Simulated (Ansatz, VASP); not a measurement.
**Cross-check of Pd3PbC between VASP and Ansatz**

Wanted: the spread between two codes on one cell, functional and k mesh. The cell is taken from a series of runs on this material, whose earlier steps may have relaxed, scaled, displaced or heated it; both programs get it as it stands.

Program: Ansatz 0.2.0. Level of theory: plane waves, with VASP 6.6.1 beside it; zone-centre phonons at PBEsol. Results are calculated unless marked as measured.

## 1. The structure

The structure is cubic, space group Pm-3m (No. 221). The conventional cell has a = 4.221 Å, b = 4.221 Å, c = 4.221 Å, α = 90.00°, β = 90.00°, γ = 90.00°. Nearest to Pd lie 2 C at 2.11 Å and 8 Pd at 2.98 Å and 4 Pb at 2.98 Å. Nearest to Pb lie 12 Pd at 2.98 Å. Nearest to C lie 6 Pd at 2.11 Å. Farther neighbours are not listed.

Structure file:

```xyz
5
Lattice="4.2209 0.0000 0.0000 0.0000 4.2209 0.0000 0.0000 0.0000 4.2209" Properties=species:S:1:pos:R:3 pbc="T T T"
Pd    0.0000    2.1104    2.1104
Pd    2.1104    2.1104    0.0000
Pd    2.1104    0.0000    2.1104
Pb    0.0000    0.0000    0.0000
C     2.1104    2.1104    2.1104
```

## 2. VASP: zone-centre phonons, PBEsol

Second derivatives magnify differences that forces hide, and they need a tight electronic threshold.

Lines of VASP's logs that name or quote its potential files are left out, and so is its time.

Contents of INCAR:

```
SYSTEM = Pd3PbC
PREC = Accurate
ENCUT = 600
EDIFF = 1E-08
NELM = 120
ISMEAR = 1
SIGMA = 0.2
LREAL = .FALSE.
ALGO = Normal
GGA = PS
NBANDS = 30
LASPH = .TRUE.
LORBIT = 11
LWAVE = .FALSE.
LCHARG = .FALSE.
ISIF = 2
IBRION = 8
GGA_COMPAT = .FALSE.
KPAR = 2
```

Contents of POSCAR:

```
Pd3PbC
1.0
    4.2208841651      0.0000000000      0.0000000000
    0.0000000000      4.2208841651      0.0000000000
    0.0000000000      0.0000000000      4.2208841651
Pd Pb C
3 1 1
Direct
    0.0000000000      0.5000000000      0.5000000000
    0.5000000000      0.5000000000      0.0000000000
    0.5000000000      0.0000000000      0.5000000000
    0.0000000000      0.0000000000      0.0000000000
    0.5000000000      0.5000000000      0.5000000000
```

Contents of KPOINTS:

```
Automatic mesh
0
Gamma
8 8 8
0 0 0
```

Potentials, in the order of the species: Pd, Pb_d and C (PBE family, release 64).

On the command line:

```
mpirun -np 2 vasp_std
```

Numbers of over 12 decimals in the logs are rounded to 6 here.

Output:

```text
[banner, memory and clock lines left out]
running    2 mpi-ranks, on    1 nodes
 distrk:  each k-point on    1 cores,    2 groups
 distr:  one band on    1 cores,    1 groups

 POSCAR found type information on POSCAR PdPbC
 POSCAR found :  3 types and       5 ions
|                                                                             |
|               ----> ADVICE to this user running VASP <----                  |
|                                                                             |
|     You enforced a specific xc type in the INCAR file but a different       |
|     [... a line on the potential file left out ...]
|     I HOPE YOU KNOW WHAT YOU ARE DOING!                                     |
|                                                                             |

 LDA part: xc-table for (Slater+PW92), standard interpolation
 POSCAR, INCAR and KPOINTS ok, starting setup
 FFT: planning ... GRIDC
 FFT: planning ... GRID_SOFT
 FFT: planning ... GRID
 WAVECAR not read
 entering main loop
       N       E                     dE             d eps       ncg     rms          rms(c)
DAV:   1     0.473090187197E+03    0.47309E+03   -0.25480E+04  2100   0.200E+03
DAV:   2     0.507013066683E+01   -0.46802E+03   -0.44321E+03  2220   0.479E+02
DAV:   3    -0.314877518677E+02   -0.36558E+02   -0.34417E+02  2658   0.136E+02
DAV:   4    -0.328255125119E+02   -0.13378E+01   -0.13299E+01  2314   0.245E+01
DAV:   5    -0.328816042174E+02   -0.56092E-01   -0.56069E-01  2902   0.537E+00    0.199E+01
DAV:   6    -0.310493013959E+02    0.18323E+01   -0.88660E+00  2744   0.226E+01    0.796E+00
DAV:   7    -0.307872803087E+02    0.26202E+00   -0.12275E+00  2356   0.938E+00    0.604E+00
DAV:   8    -0.307597954121E+02    0.27485E-01   -0.31426E-01  2478   0.324E+00    0.839E-01
DAV:   9    -0.307429548652E+02    0.16841E-01   -0.24553E-02  2538   0.105E+00    0.296E-01
DAV:  10    -0.307423006242E+02    0.65424E-03   -0.10597E-02  2494   0.662E-01    0.153E-01
DAV:  11    -0.307422742057E+02    0.26418E-04   -0.40919E-04  2694   0.206E-01    0.481E-02
DAV:  12    -0.307422622375E+02    0.11968E-04   -0.32170E-05  3036   0.651E-02    0.253E-02
DAV:  13    -0.307422627371E+02   -0.49963E-06   -0.29149E-06  2796   0.166E-02    0.271E-03
DAV:  14    -0.307422629115E+02   -0.17439E-06   -0.36104E-07  2678   0.437E-03    0.121E-03
DAV:  15    -0.307422628383E+02    0.73195E-07   -0.26682E-08  2102   0.151E-03    0.386E-04
DAV:  16    -0.307422628183E+02    0.20011E-07   -0.53569E-09  1326   0.509E-04    0.493E-05
DAV:  17    -0.307422628197E+02   -0.13824E-08   -0.94955E-10  1248   0.262E-04
   1 F= -.30742263E+02 E0= -.30743809E+02  d E =0.463835E-02
 Linear response reoptimize wavefunctions to high precision
DAV:   1    -0.307422628196E+02    0.24556E-10   -0.29559E-10  1272   0.152E-04
 Linear response DOF=           4
 Linear response progress:
  Degree of freedom:   1/  4
       N       E                     dE             d eps       ncg     rms          rms(c)
RMM:   1    -0.268528759622E+00   -0.26853E+00   -0.30136E-01  7882   0.256E+00
RMM:   2    -0.256767401738E+00    0.11761E-01   -0.13291E-02  7754   0.723E-01    0.118E-01
RMM:   3    -0.257031499960E+00   -0.26410E-03   -0.21434E-03  7645   0.307E-01    0.659E-02
RMM:   4    -0.257277897543E+00   -0.24640E-03   -0.56370E-04  7963   0.139E-01    0.284E-02
RMM:   5    -0.257483892366E+00   -0.20599E-03   -0.70838E-05  7402   0.527E-02    0.529E-03
RMM:   6    -0.257503550978E+00   -0.19659E-04   -0.94186E-06  7761   0.193E-02    0.354E-03
RMM:   7    -0.257514711283E+00   -0.11160E-04   -0.14703E-06  7742   0.769E-03    0.188E-03
RMM:   8    -0.257534897004E+00   -0.20186E-04   -0.17438E-07  7864   0.272E-03    0.195E-04
RMM:   9    -0.257533241563E+00    0.16554E-05   -0.27931E-08  7773   0.116E-03    0.130E-04
RMM:  10    -0.257532604453E+00    0.63711E-06   -0.79177E-09  8167   0.463E-04    0.855E-05
RMM:  11    -0.257532239288E+00    0.36516E-06   -0.61487E-09  8090   0.227E-04    0.141E-05
RMM:  12    -0.257532381229E+00   -0.14194E-06   -0.33761E-09  8034   0.117E-04    0.574E-06
RMM:  13    -0.257532404022E+00   -0.22793E-07   -0.32382E-09  8599   0.758E-05    0.316E-06
RMM:  14    -0.257532386892E+00    0.17130E-07   -0.10267E-08  8286   0.620E-05    0.154E-06
RMM:  15    -0.257532392924E+00   -0.60320E-08   -0.91225E-09  7327   0.560E-05    0.615E-07
 first order change of Fermi-energy   0.54674E-03
 force on displaced ion       1 direction 1 :  -8.535   0.000  -0.000
 Linear response progress:
  Degree of freedom:   2/  4
       N       E                     dE             d eps       ncg     rms          rms(c)
RMM:   1    -0.267877463026E+00   -0.26788E+00   -0.27730E-01 13382   0.258E+00
RMM:   2    -0.263405905695E+00    0.44716E-02   -0.18393E-02 13183   0.788E-01    0.120E-01
RMM:   3    -0.263634601348E+00   -0.22870E-03   -0.22211E-03 12660   0.294E-01    0.774E-02
RMM:   4    -0.264192140210E+00   -0.55754E-03   -0.49172E-04 12357   0.135E-01    0.114E-02
RMM:   5    -0.264187427416E+00    0.47128E-05   -0.52302E-05 13179   0.550E-02    0.898E-03
RMM:   6    -0.264135649314E+00    0.51778E-04   -0.91683E-06 12186   0.216E-02    0.390E-03
RMM:   7    -0.264109210961E+00    0.26438E-04   -0.34519E-06 12983   0.112E-02    0.219E-03
RMM:   8    -0.264128393786E+00   -0.19183E-04   -0.10155E-06 11790   0.616E-03    0.110E-03
RMM:   9    -0.264111723403E+00    0.16670E-04   -0.11000E-07 12358   0.232E-03    0.110E-04
RMM:  10    -0.264113182904E+00   -0.14595E-05   -0.25194E-08 13010   0.988E-04    0.433E-05
RMM:  11    -0.264113367817E+00   -0.18491E-06   -0.31407E-08 13562   0.349E-04    0.190E-05
RMM:  12    -0.264113280594E+00    0.87222E-07    0.78357E-09 13873   0.173E-04    0.150E-05
RMM:  13    -0.264113150398E+00    0.13020E-06   -0.25635E-09 13712   0.102E-04    0.798E-06
RMM:  14    -0.264113093659E+00    0.56739E-07   -0.43788E-08 14119   0.749E-05    0.277E-06
RMM:  15    -0.264113058660E+00    0.34999E-07   -0.19506E-08 13710   0.633E-05    0.107E-06
RMM:  16    -0.264113069129E+00   -0.10469E-07   -0.26512E-08 12778   0.577E-05    0.584E-07
RMM:  17    -0.264113066402E+00    0.27267E-08   -0.20337E-08 10189   0.552E-05    0.191E-07
 first order change of Fermi-energy  -0.92859E-04
 force on displaced ion       1 direction 2 :   0.000  -2.340   0.000
 Linear response progress:
  Degree of freedom:   3/  4
       N       E                     dE             d eps       ncg     rms          rms(c)
RMM:   1    -0.334280496407E+00   -0.33428E+00   -0.11647E-01  6411   0.416E+00
RMM:   2    -0.335584866303E+00   -0.13044E-02   -0.10161E-02  6785   0.639E-01    0.423E-02
RMM:   3    -0.335449637425E+00    0.13523E-03   -0.85512E-04  7365   0.171E-01    0.226E-02
RMM:   4    -0.335180930955E+00    0.26871E-03   -0.12488E-04  7473   0.730E-02    0.374E-03
RMM:   5    -0.335170744262E+00    0.10187E-04   -0.17040E-05  7324   0.285E-02    0.254E-03
RMM:   6    -0.335154682882E+00    0.16061E-04   -0.35554E-06  7370   0.128E-02    0.919E-04
RMM:   7    -0.335152964258E+00    0.17186E-05   -0.94386E-07  7585   0.601E-03    0.454E-04
RMM:   8    -0.335154026710E+00   -0.10625E-05   -0.24800E-07  7730   0.288E-03    0.310E-04
RMM:   9    -0.335154106246E+00   -0.79536E-07   -0.62018E-08  7717   0.134E-03    0.758E-05
RMM:  10    -0.335153973619E+00    0.13263E-06   -0.22115E-08  7816   0.669E-04    0.495E-05
RMM:  11    -0.335154213375E+00   -0.23976E-06   -0.99226E-09  8085   0.354E-04    0.189E-05
RMM:  12    -0.335154353659E+00   -0.14028E-06   -0.13701E-08  7898   0.201E-04    0.756E-06
RMM:  13    -0.335154345235E+00    0.84230E-08   -0.72007E-09  8214   0.124E-04    0.392E-06
 first order change of Fermi-energy  -0.13394E-04
 force on displaced ion       4 direction 1 :  -4.483  -0.000   0.000
 Linear response progress:
  Degree of freedom:   4/  4
       N       E                     dE             d eps       ncg     rms          rms(c)
RMM:   1    -0.121075256240E+00   -0.12108E+00    0.58820E-02  9231   0.131E+00
RMM:   2    -0.116922821207E+00    0.41524E-02   -0.55720E-03  7475   0.390E-01    0.126E-01
RMM:   3    -0.117138496877E+00   -0.21568E-03   -0.12658E-03  7206   0.203E-01    0.626E-02
RMM:   4    -0.117524041042E+00   -0.38554E-03   -0.57353E-04  7591   0.117E-01    0.181E-02
RMM:   5    -0.117477045344E+00    0.46996E-04   -0.69856E-05  7350   0.594E-02    0.841E-03
RMM:   6    -0.117498720015E+00   -0.21675E-04   -0.13171E-05  7489   0.254E-02    0.336E-03
RMM:   7    -0.117525969095E+00   -0.27249E-04   -0.50939E-06  7759   0.137E-02    0.189E-03
RMM:   8    -0.117518795274E+00    0.71738E-05   -0.60913E-07  7766   0.527E-03    0.507E-04
RMM:   9    -0.117516726560E+00    0.20687E-05   -0.11901E-07  7954   0.227E-03    0.377E-04
RMM:  10    -0.117516872968E+00   -0.14641E-06   -0.15320E-08  8042   0.934E-04    0.103E-04
RMM:  11    -0.117516906884E+00   -0.33916E-07   -0.37443E-09  8014   0.388E-04    0.521E-05
RMM:  12    -0.117516886366E+00    0.20517E-07    0.50604E-09  8023   0.207E-04    0.376E-05
RMM:  13    -0.117516983777E+00   -0.97411E-07   -0.93000E-09  8409   0.933E-05    0.110E-05
RMM:  14    -0.117516992345E+00   -0.85675E-08   -0.79775E-09  7881   0.530E-05    0.630E-06
 first order change of Fermi-energy   0.17082E-04
 force on displaced ion       5 direction 1 :  -3.257   0.000  -0.000
 Linear response finished
```

(Continued in part 2 of 2.)

[Lines on the potential files, build, host, timing and source positions are cut from VASP's logs without a mark.]

[Logs are printed without paths, hosts, clocks, repeated set-up lines and the standing remarks that a program may print on its own settings, such as how far it seeks lower states.]

[Hosts, paths, dates, database ids (printed as entryN), source tags and the programs' standing remarks are cut or masked in the printed files.]
